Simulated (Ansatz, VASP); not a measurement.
# Cross-check of ZnSnTe2 (CuAu-ordered zincblende type (invented)) between VASP and Ansatz

Aim: how closely do two programs agree when they are given the same cell, functional and k mesh? The cell is generated by rule, not measured, and may not be a known phase. The two relaxations start from unlike cells of this crystal (the structure described is Ansatz's start), so only their ends are compared.

Program: Ansatz 0.2.0. Level of theory: plane waves, with VASP 6.6.1 beside it; relaxation of cell and atoms at PBEsol. Results are calculated unless marked as measured.

**1. The structure**

The structure is tetragonal, space group P-4m2 (No. 115). The conventional cell has a = 4.578 Å, b = 4.578 Å, c = 6.813 Å, α = 90.00°, β = 90.00°, γ = 90.00°. Nearest to Zn lie 4 Te at 2.67 Å. Nearest to Sn lie 4 Te at 3.06 Å. Nearest to Te lie 2 Zn at 2.67 Å and 2 Sn at 3.06 Å. Farther neighbours and most contacts between anions are not listed.

**2. VASP: relaxation of cell and atoms, PBEsol**

The relaxed volume is the usual yardstick between codes: in a stiff, nearly cubic crystal its relative difference is about their pressure difference at one cell divided by the bulk modulus.

Lines of VASP's logs that name or quote its potential files are left out, and so is its time.

The input, INCAR:

```
SYSTEM = ZnSnTe2
PREC = Accurate
ENCUT = 500
EDIFF = 1E-07
NELM = 120
ISMEAR = 0
SIGMA = 0.1
LREAL = .FALSE.
ALGO = Normal
GGA = PS
NBANDS = 25
LORBIT = 11
LWAVE = .FALSE.
LCHARG = .FALSE.
ISIF = 3
IBRION = 2
NSW = 80
EDIFFG = -0.005
LASPH = .TRUE.
GGA_COMPAT = .FALSE.
NELMIN = 4
KPAR = 2
```

The input, POSCAR:

```
ZnSnTe2
1.0
    4.4243222274      0.0000000000      0.0000000000
    0.0000000000      4.4243222274      0.0000000000
    0.0000000000      0.0000000000      7.1713876744
Zn Sn Te
1 1 2
Direct
    0.0000000000      0.0000000000      0.0000000000
    0.5000000000      0.5000000000      0.5000000000
    0.0000000000      0.5000000000      0.2038830256
    0.5000000000      0.0000000000      0.7961171212
```

The input, KPOINTS:

```
Automatic mesh
0
Gamma
10 10 6
0 0 0
```

PAW data sets: Zn, Sn_d and Te (PBE family, release 64).

Launch:

```sh
$ mpirun -np 2 vasp_std
```

Numbers of over 12 decimals in the logs are rounded to 6 here.

The log of the run:

```text
[banner, memory and clock lines left out]
running    2 mpi-ranks, on    1 nodes
 distrk:  each k-point on    1 cores,    2 groups
 distr:  one band on    1 cores,    1 groups

 POSCAR found type information on POSCAR ZnSnTe
 POSCAR found :  3 types and       4 ions
|                                                                             |
|               ----> ADVICE to this user running VASP <----                  |
|                                                                             |
|     You enforced a specific xc type in the INCAR file but a different       |
|     [... a line on the potential file left out ...]
|     I HOPE YOU KNOW WHAT YOU ARE DOING!                                     |
|                                                                             |

 LDA part: xc-table for (Slater+PW92), standard interpolation
 POSCAR, INCAR and KPOINTS ok, starting setup
 FFT: planning ... GRIDC
 FFT: planning ... GRID_SOFT
 FFT: planning ... GRID
 WAVECAR not read
 entering main loop
       N       E                     dE             d eps       ncg     rms          rms(c)
DAV:   1     0.261427401684E+03    0.26143E+03   -0.17156E+04  4208   0.158E+03
DAV:   2     0.155669589741E+02   -0.24586E+03   -0.24095E+03  4427   0.364E+02
DAV:   3    -0.126585655282E+02   -0.28226E+02   -0.27784E+02  5262   0.125E+02
DAV:   4    -0.136354698989E+02   -0.97690E+00   -0.97532E+00  4658   0.238E+01
DAV:   5    -0.136692425971E+02   -0.33773E-01   -0.33770E-01  6077   0.446E+00    0.678E+00
DAV:   6    -0.133056045628E+02    0.36364E+00   -0.11916E+00  5258   0.197E+01    0.488E+00
DAV:   7    -0.132868275438E+02    0.18777E-01   -0.40412E-01  4758   0.451E+00    0.164E+00
DAV:   8    -0.132846822051E+02    0.21453E-02   -0.16756E-02  4972   0.131E+00    0.494E-01
DAV:   9    -0.132848728998E+02   -0.19069E-03   -0.44362E-03  4740   0.399E-01    0.183E-01
DAV:  10    -0.132850861201E+02   -0.21322E-03   -0.56565E-04  4744   0.173E-01    0.522E-02
DAV:  11    -0.132851922379E+02   -0.10612E-03   -0.12440E-04  4782   0.718E-02    0.208E-02
DAV:  12    -0.132852100302E+02   -0.17792E-04   -0.17300E-05  5039   0.314E-02    0.114E-02
DAV:  13    -0.132852225333E+02   -0.12503E-04   -0.18740E-05  4444   0.246E-02    0.503E-03
DAV:  14    -0.132852227236E+02   -0.19030E-06   -0.95127E-07  5858   0.823E-03    0.181E-03
DAV:  15    -0.132852228131E+02   -0.89444E-07   -0.13121E-07  3585   0.279E-03
   1 F= -.13285223E+02 E0= -.13284247E+02  d E =-.132852E+02
 curvature:   0.00 expect dE= 0.000E+00 dE for cont linesearch  0.000E+00
 trial: gam= 0.00000 g(F)=  0.715E-06 g(S)=  0.811E-05 ort = 0.000E+00 (trialstep = 0.100E+01)
 search vector abs. value=  0.883E-05
 bond charge predicted
       N       E                     dE             d eps       ncg     rms          rms(c)
DAV:   1    -0.132852459567E+02   -0.23233E-04   -0.58826E-04  4458   0.173E-01    0.269E-02
DAV:   2    -0.132852364910E+02    0.94657E-05   -0.17717E-05  5046   0.472E-02    0.160E-02
DAV:   3    -0.132852306678E+02    0.58232E-05   -0.44641E-06  5106   0.222E-02    0.325E-03
DAV:   4    -0.132852306038E+02    0.63979E-07   -0.10265E-06  4770   0.706E-03    0.871E-04
DAV:   5    -0.132852306193E+02   -0.15489E-07   -0.78587E-08  2365   0.277E-03
   2 F= -.13285231E+02 E0= -.13284256E+02  d E =-.780624E-05
 trial-energy change:   -0.000008  1 .order   -0.000008   -0.000009   -0.000006
 step:   3.7375(harm=  3.7375)  dis= 0.00049  next Energy=   -13.285239 (dE=-0.165E-04)
 reached required accuracy - stopping structural energy minimisation
```

From OUTCAR (step 2):

```text
ion  position               nearest neighbor table
   1  0.000  0.000  0.000-   4 2.65   4 2.65   3 2.65   3 2.65
   2  0.500  0.500  0.500-   3 3.07   3 3.07   4 3.07   4 3.07
   3  0.000  0.500  0.204-   1 2.65   1 2.65   2 3.07   2 3.07
   4  0.500  0.000  0.796-   1 2.65   1 2.65   2 3.07   2 3.07

  LATTYP: Found a simple tetragonal cell.
 ALAT       =     4.4243222274
 C/A-ratio  =     1.6209008535

 Subroutine GETGRP returns: Found  8 space group operations
 (whereof  8 operations were pure point group operations)

The static configuration has the point symmetry D_2d.

 Found     84 irreducible k-points:

   k-points           NKPTS =     84   k-points in BZ     NKDIM =     84   number of bands    NBANDS=     25

   dimension x,y,z NGX =    32 NGY =   32 NGZ =   54
   dimension x,y,z NGXF=    64 NGYF=   64 NGZF=  108

   ENCUT  =  500.0 eV  36.75 Ry    6.06 a.u.   8.07  8.07 13.08*2*pi/ulx,y,z

   NELECT =      38.0000    total number of electrons

 k-points in reciprocal lattice and weights: Automatic mesh
   0.00000000  0.00000000  0.00000000       0.002
   0.10000000  0.00000000  0.00000000       0.007
   0.20000000  0.00000000  0.00000000       0.007
   0.30000000  0.00000000  0.00000000       0.007
   0.40000000  0.00000000  0.00000000       0.007
   0.50000000  0.00000000  0.00000000       0.003
   0.10000000  0.10000000  0.00000000       0.007
   0.20000000  0.10000000  0.00000000       0.013
   0.30000000  0.10000000  0.00000000       0.013
[...]
0.50000000  0.40000000  0.50000000       0.007
   0.50000000  0.50000000  0.50000000       0.002

 average (electrostatic) potential at core
       1 -35.7089       2-103.1872       3 -90.3260       4 -90.3260

 E-fermi :   3.9864

 k-point     1 :       0.0000    0.0000    0.0000
  band No.  band energies     occupation
    ...
     15       1.1817      2.00000
     16       1.5282      2.00000
     17       1.8964      2.00000
     18       2.8139      2.00000
     19       2.8139      2.00000
     20       5.1944      0.00000
     21       5.2791      0.00000
     22       5.5927      0.00000
     23       5.5927      0.00000
     24       6.3813      0.00000
    ...

 k-point     2 :       0.1000    0.0000    0.0000
  band No.  band energies     occupation
    ...
     15       1.1336      2.00000
     16       1.2322      2.00000
     17       1.8825      2.00000
     18       2.7975      2.00000
     19       3.0030      2.00000
     20       5.1286      0.00000
     21       5.3935      0.00000
     22       5.6407      0.00000
     23       5.8861      0.00000
     24       6.6284      0.00000
    ...

 k-point     3 :       0.2000    0.0000    0.0000
  band No.  band energies     occupation
    ...
     15       0.4125      2.00000
     16       1.3780      2.00000
     17       1.6413      2.00000
     18       2.7398      2.00000
     19       3.3043      2.00000
     20       4.9668      0.00000
     21       5.5973      0.00000
     22       5.7780      0.00000
     23       6.5483      0.00000
     24       7.3490      0.00000
    ...

  Total       -0.0122110     -0.0122110      0.0120135      0.0000000      0.0000000      0.0000000
  in kB       -0.1393687     -0.1393687      0.1371140      0.0000000      0.0000000      0.0000000
  external PRESSURE =      -0.0472078 kB  Pullay stress =       0.0000000 kB

  energy-cutoff  :      500.00
  volume of cell :      140.38
      direct lattice vectors                 reciprocal lattice vectors
     4.423762275  0.000000000  0.000000000     0.226051930  0.000000000  0.000000000
     0.000000000  4.423762275  0.000000000     0.000000000  0.226051930  0.000000000
     0.000000000  0.000000000  7.173227442     0.000000000  0.000000000  0.139407262

 POSITION                                       TOTAL-FORCE (eV/Angst)
 -----------------------------------------------------------------------------------
      4.42376      0.00000      0.00000         0.000000     -0.000000      0.000000
      2.21188      2.21188      3.58661        -0.000000      0.000000      0.000000
      4.42376      2.21188      1.46237        -0.000000     -0.000000     -0.001116
      2.21188      0.00000      5.71086        -0.000000     -0.000000      0.001116
 -----------------------------------------------------------------------------------
    total drift:                                0.000000      0.000000     -0.000270

  FREE ENERGIE OF THE ION-ELECTRON SYSTEM (eV)
  ---------------------------------------------------
  free  energy   TOTEN  =       -13.2852306193 eV

  energy  without entropy=      -13.2832818782  energy(sigma->0) =      -13.28425625

 reached required accuracy - stopping structural energy minimisation

 total charge
# of ion       s       p       d       tot
------------------------------------------
    1        0.563   0.407   9.760  10.730
    2        1.398   0.740   9.965  12.103
    3        1.371   2.003   0.025   3.399
    4        1.371   2.003   0.025   3.399
--------------------------------------------------
tot          4.703   5.154  19.774  29.631

[... 3 further parts left out ...]
```

The run keeps the 8 symmetry operations of its start, so it cannot find a distortion of lower symmetry.

**3. Ansatz: relaxation of cell and atoms, PBEsol**

Ansatz runs on its default PAW (the set named soft_2) files.

Its own start cell and the same functional, mesh and smearing now go to Ansatz, which takes its cutoff from its data sets.

The input, input.yaml:

```yaml
crystal:
  lattice:
    - [4.5776279834, 0.0, 0.0]
    - [0.0, 4.5776279834, 0.0]
    - [0.0, 0.0, 6.8131944369]
  atoms:
    - { symbol: Zn, position: [0.0, 0.0, 0.0] }
    - { symbol: Sn, position: [0.5, 0.5, 0.5] }
    - { symbol: Te, position: [0.0, 0.5, 0.2018107045] }
    - { symbol: Te, position: [0.5, 0.0, 0.7981892955] }
kpoints:
  mp_grid: { grid: [10, 10, 6] }
hamiltonian:
  xc: pbesol
scf:
  occupations: { method: gaussian, width: 0.1 }
output:
  forces: true
  stress: true
  eigenvalues: true
relax:
  adjacent_minimum: "off"
  f_tol: 0.005
  max_steps: 80
  cell: { stress_tol: 0.05 }
```

Launch:

```sh
$ ansatz run input.yaml --threads 2 --pin off --max-ram 5120MiB --backend cpu --events-out ev --progress --plain --runs-dir out
```

The log of the run:

```text
Engine: ansatz 0.2.0, x86_64-unknown-linux-gnu
Pseudopotentials: kind: paw
Pseudopotential: Zn, paw, valence charge 12, recommended cutoff 420 eV (normal), Zn.paw.azcp
Pseudopotential: Sn, paw, valence charge 14, recommended cutoff 420 eV (normal), Sn.paw.azcp
Pseudopotential: Te, paw, valence charge 16, recommended cutoff 420 eV (normal), Te.paw.azcp
Functional definition: PBEsol
  exchange = pbesol_x
  correlation = pbesol_c
Crystal: 4 atoms, lattice volume = 142.768 Å³
Basis set: ecut = 420 eV, 2815 PW (Γ), exchange–correlation on 64×64×96 points (8 copies of the dense FFT grid, shifted against one another)
Bands: 35, of which v1, the nominal top of the filled ones, is band 29 counted from 1 (28 counted from 0)
Symmetry: 8 space group operations
Space group: P-4m2 (ITA 115), of the structure as read, at distance tolerance 5.2e-5 Å
k-points: 84 of 600 (time reversal used)
Non-local potential: Zn, projectors of the file, l = 0: 2, l = 1: 2, l = 2: 3, l = 3: 1
Non-local potential: Sn, projectors of the file, l = 0: 2, l = 1: 2, l = 2: 2, l = 3: 2
Non-local potential: Te, projectors of the file, l = 0: 2, l = 1: 2, l = 2: 2, l = 3: 2
PAW form: soft (Blöchl's): semilocal exchange-correlation on the pseudo side does not see the compensation charge
PAW frozen core: Zn, regenerated for the run's functional, and the local potential with it (the file was generated under x = pbe(κ = 0.804, μ = 0.219515), c = pbe(β = 0.066725))
PAW frozen core: Sn, regenerated for the run's functional, and the local potential with it (the file was generated under x = pbe(κ = 0.804, μ = 0.219515), c = pbe(β = 0.066725))
PAW frozen core: Te, regenerated for the run's functional, and the local potential with it (the file was generated under x = pbe(κ = 0.804, μ = 0.219515), c = pbe(β = 0.066725))
PAW one-centre angular grid: Zn, 590 points (default); XC on 64 Gauss nodes
PAW one-centre angular grid: Sn, 590 points (default); XC on 64 Gauss nodes
PAW one-centre angular grid: Te, 590 points (default); XC on 64 Gauss nodes
Initial density: superposition of atomic densities (neutral atoms: chi_scale 0, normalization atom), corrected by the library's trained network
Initial wavefunctions: pseudopotential atomic-orbital guess
Functional: x = pbesol(κ = 0.804, μ = 0.123457), c = pbesol(β = 0.046)
SCF iter   1: F=—  HF=-23034.077673 eV  |F-HF|=—  |Δ(HF+E_count)|=         —  Δρ=2.51e-3  dr2=1.33e-2  ethr=1.77e-3  ⟨swp⟩=7.1  Hψ=13086  notcnv=0
preconditioner: auto → Kerker (q_TF=auto, 2.348 Å⁻¹)  [metal: Δε(μ)=0.079 eV  Ē_g=8.741 eV  σ=0.100 eV  W_gap=0.39  n_scr=36 (ndim 8)  ℏωp=16.4 eV  f_vac=0.135  D(μ)=0.20/eV (n_scr^D=0)]
SCF iter   2: F=—  HF=-23034.073192 eV  |F-HF|=—  |Δ(HF+E_count)|=   4.48e-3  Δρ=1.47e-3  dr2=4.48e-3  ethr=2.30e-5  ⟨swp⟩=2.0  Hψ=4640  notcnv=0
SCF iter   3: F=—  HF=-23034.072516 eV  |F-HF|=—  |Δ(HF+E_count)|=   6.76e-4  Δρ=9.13e-4  dr2=2.20e-3  ethr=7.73e-6  ⟨swp⟩=2.2  Hψ=4697  notcnv=0
SCF iter   4: F=—  HF=-23034.071998 eV  |F-HF|=—  |Δ(HF+E_count)|=   5.18e-4  Δρ=3.50e-4  dr2=4.87e-4  ethr=3.79e-6  ⟨swp⟩=2.0  Hψ=3818  notcnv=0
SCF iter   5: F=—  HF=-23034.072023 eV  |F-HF|=—  |Δ(HF+E_count)|=   2.57e-5  Δρ=2.95e-4  dr2=1.51e-4  ethr=8.40e-7  ⟨swp⟩=2.0  Hψ=5256  notcnv=0
SCF iter   6: F=—  HF=-23034.071941 eV  |F-HF|=—  |Δ(HF+E_count)|=   8.20e-5  Δρ=1.14e-4  dr2=5.87e-5  ethr=2.60e-7  ⟨swp⟩=2.0  Hψ=5254  notcnv=0
SCF iter   7: F=—  HF=-23034.071929 eV  |F-HF|=—  |Δ(HF+E_count)|=   1.23e-5  Δρ=3.39e-5  dr2=8.53e-6  ethr=1.01e-7  ⟨swp⟩=2.8  Hψ=5041  notcnv=0
SCF iter   8: F=—  HF=-23034.071931 eV  |F-HF|=—  |Δ(HF+E_count)|=   2.36e-6  Δρ=2.50e-5  dr2=1.68e-6  ethr=1.47e-8  ⟨swp⟩=2.1  Hψ=4133  notcnv=0
SCF iter   9: F=—  HF=-23034.071932 eV  |F-HF|=—  |Δ(HF+E_count)|=   2.72e-7  Δρ=7.31e-6  dr2=1.73e-7  ethr=2.90e-9  ⟨swp⟩=2.0  Hψ=5256  notcnv=0
SCF iter  10: F=-23034.071932 eV  HF=-23034.071932 eV  |F-HF|=2.64e-8  |Δ(HF+E_count)|=   1.81e-7  Δρ=4.03e-6  dr2=4.13e-8  ethr=1.72e-10  ⟨swp⟩=10.0  Hψ=12637  notcnv=0
SCF 1 converged in 10 iterations: F = -23034.071932 eV  dr2 = 4.13e-8
  greatest PAW one-centre occupation: 0.998 electrons in one spin orbital (limit 2), on the Te atom at site 2 (counted from 0), in its partial waves of l = 2
relax step   1: F+E_penalty+E_count = -23034.07193183 eV  Δ(F+E_penalty+E_count) = +0.000e0 eV  max|allowed force component| = 2.634e-2 eV/Å  Δτ_max = 0.0000 Å  P = -0.123 GPa  Ω = 142.768 Å³  (10 SCF iters, dr2 threshold 1.00e-7 eV, accepted)
[...]
relax step   5: F+E_penalty+E_count = -23034.10236159 eV  Δ(F+E_penalty+E_count) = -2.995e-4 eV  max|allowed force component| = 1.120e-2 eV/Å  Δτ_max = 0.0077 Å  P = +0.039 GPa  Ω = 139.992 Å³  energy of the carried Pulay correction = +5.273e-4 eV  (5 SCF iters, dr2 threshold 1.33e-7 eV, accepted)
[...]
relax step   6: F+E_penalty+E_count = -23034.10237397 eV  Δ(F+E_penalty+E_count) = -1.238e-5 eV  max|allowed force component| = 8.696e-5 eV/Å  Δτ_max = 0.0013 Å  P = +0.002 GPa  Ω = 140.116 Å³  energy of the carried Pulay correction = +5.036e-4 eV  (6 SCF iters, dr2 threshold 8.98e-9 eV, accepted)
[...]
relax step   7: F+E_penalty+E_count = -23034.10201689 eV  Δ(F+E_penalty+E_count) = +3.571e-4 eV  max|allowed force component| = 4.576e-5 eV/Å  Δτ_max = 0.0000 Å  P = -0.001 GPa  Ω = 140.116 Å³  stress off target by 4.58e-3 GPa  SCF on the basis re-selected at this cell (its energy is not comparable with the rows above)  (9 SCF iters)
basis re-selected at this cell: Δ(F+E_penalty+E_count) = +3.571e-4 eV, ΔP = -0.003 GPa vs the last step (what re-selecting the basis moved, of the pressure what is left beyond the Pulay correction that the steps carried, after the strain that the cell walked since its last selection, with what the two solves' SCF thresholds leave and, on support functions, any second-order correction that the steps lacked; it is no measure of the basis error at this ecutwfc). The dense FFT grid was sized anew with the basis: this SCF ran on 30×30×48 points, the steps before it on 32×32×48, so part of this shift can come from that change (see relax.cell in the input reference). [rest of the remark cut]
SCF converged after 9 iterations
Free energy (F): -23034.102017 eV
Harris-Foulkes:  -23034.102017 eV  (|F-HF|=7.28e-12)
Internal energy: -23034.100081 eV  (E = F + TS)
E sigma→0 (E₀):  -23034.101049 eV
Entropy (-TS):   -0.001935 eV (-0.484 meV/atom)
Fermi energy:    6.756906 eV
--- Per-component energies (eV) ---
  E_band       = -731.801385
  E_kinetic    = 678.182057
  E_local      = -6289.935168  (includes V_loc(G=0)·N_el)
  E_nonlocal   = -31.685762
  E_hartree    = 3386.867695
  E_xc         = -761.555456
  E_vxc        = -357.081582  (∫ρ·V_xc dr)
  E_paw        = -15021.426382  (= ΣΔE_a)
  E_vpaw       = -1505.015443  (= ΣTr[D̂ρ^β])
  E_aug_tail   = -0.000751  (compensation charges beyond the density's cutoff)
  E_ewald      = -4996.378139
  E_core_change = 1.831825  (= ΣΔE_core)
  E_smearing   = -0.001935  (= −TS)
  E_closure    = -0.000000  (closes the sum)
  Σ components = -23034.102017   (vs F -23034.102017, Δ=0.00e0)
--- Forces (eV/Å), atoms counted from 1 ---
  atom   1  Zn     0.00000000    -0.00000000     0.00000000
  atom   2  Sn    -0.00000000    -0.00000000    -0.00000000
  atom   3  Te     0.00000000     0.00000000     0.00004576
  atom   4  Te     0.00000000     0.00000000    -0.00004576
  max |Σ_I F_I| component: 2.46e-16 eV/Å
--- Stress (GPa, compression-positive) ---
       -0.003715       0.000000      -0.000000
        0.000000      -0.003715      -0.000000
        0.000000      -0.000000       0.004582
  P = ⅓ Tr σ = -0.0009 GPa (-0.009 kbar)
--- Band table (eV; the first three rows and the last of 84) ---
  k-point 0: bands = [... 25 lower, 4.2985, 4.6634, 5.5866, 5.5866, 7.9777, 8.0563, 8.3696, 8.3696, ... 2 higher]
  k-point 1: bands = [... 25 lower, 4.0173, 5.4200, 5.4200, 5.4789, 7.9974, 8.0925, 8.5951, 8.5951, ... 2 higher]
  k-point 2: bands = [... 25 lower, 4.1903, 5.0737, 5.0737, 6.3447, 7.8409, 8.2333, 8.8826, 9.0656, ... 2 higher]
  k-point 83: bands = [... 25 lower, 3.1764, 3.1764, 3.4459, 6.5125, 8.0860, 8.0860, 9.2141, 9.7423, ... 2 higher]
--- Relaxed structure (6 steps of the walk, 6 accepted, 1 SCFs on fresh bases) ---
  F+E_penalty+E_count = -23034.10201689 eV   max|allowed force component| = 4.576e-5 eV/Å   (the final SCF, on the basis selected at the relaxed cell)
  cell:  # Å, volume = 140.1159 Å³
    - [4.419470, 0, -1.989328289058179e-17]
    - [0, 4.419470, 0]
    - [-2.960852319439047e-17, 0, 7.173764]
  atoms:
    - { symbol: Zn, position: [0, 0, 1.432194493015097e-19] }
    - { symbol: Sn, position: [0.5, 0.5, 0.500000] }
    - { symbol: Te, position: [0, 0.5, 0.203697] }
    - { symbol: Te, position: [0.5, 0, 0.796303] }
```

**4. Comparison**

Known differences besides the potentials themselves: the data sets hold 58 valence electrons in Ansatz (on its default PAW (the set named soft_2) files) and 38 in VASP; the cutoff is 420 eV in Ansatz and 500 eV in VASP; Ansatz makes its cores anew for this functional, VASP keeps those of its PBE data sets; Ansatz adds a Pulay correction to the stress that steers its cell, VASP none. Total energies have different zeros and are not compared.

The two programs side by side:

| quantity | Ansatz | VASP | difference |
| --- | --- | --- | --- |
| volume (Å³) | 140.12 | 140.38 | -0.19 % |
| edge a after relaxation, in the typed setting (Å) | 4.420 | 4.424 | -0.10 % |
| edge c after relaxation, in the typed setting (Å) | 7.174 | 7.173 | +0.01 % |

**5. What came out**

```json
{
  "difference in volume (relaxation of cell and atoms, PBEsol)": "-0.19 %"
}
```

In words: The difference in volume is -0.19 % (relaxation of cell and atoms, PBEsol), within the 1.2 % picked in this series as the mark of a large difference, as far as the stopping tolerances let one tell. The data sets hold unlike numbers of valence electrons (58 in Ansatz and 38 in VASP), so part of the differences comes from the potentials. Such differences can come from data sets, numerical settings and the points named under the comparisons, not from the functional's error against experiment.

[Lines on the potential files, build, host, timing and source positions are cut from VASP's logs without a mark.]

[Logs are printed without paths, hosts, clocks, repeated set-up lines and the standing remarks that a program may print on its own settings, such as how far it seeks lower states.]

[Hosts, paths, dates, database ids (printed as entryN), source tags and the programs' standing remarks are cut or masked in the printed files.]
